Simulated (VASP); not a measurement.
Data:

```
NbC
1.0
    0.00000     2.22408     2.22408
    2.22408     0.00000     2.22408
    2.22408     2.22408     0.00000
Nb C
1 1
Cartesian
  0.00000   0.00000   0.00000
  2.22408   2.22408   2.22408
```

Method: PBEsol GGA, VASP's PBE PAW potentials (set 64) (plane waves; VASP). Numerical set-up: 520 eV cut-off, 14×14×14 Γ-centred mesh, first-order Methfessel-Paxton smearing of 0.10 eV, potentials Nb_sv C.

Task: What does the run give for the energy per atom (σ→0), band gap (on the k-mesh) with the smallest direct gap where there is one?

Result: 
The band gap (on the k-mesh) comes out as none (metal, semimetal or under 0.01 eV) and the energy per atom (σ→0) is -10.929 eV/atom.

Only differences to runs with the same potentials and settings are physical.

The compound is NbC in the rock salt structure. It was relaxed first. The electron count is odd and the run is not spin-polarised, which forces a metal.
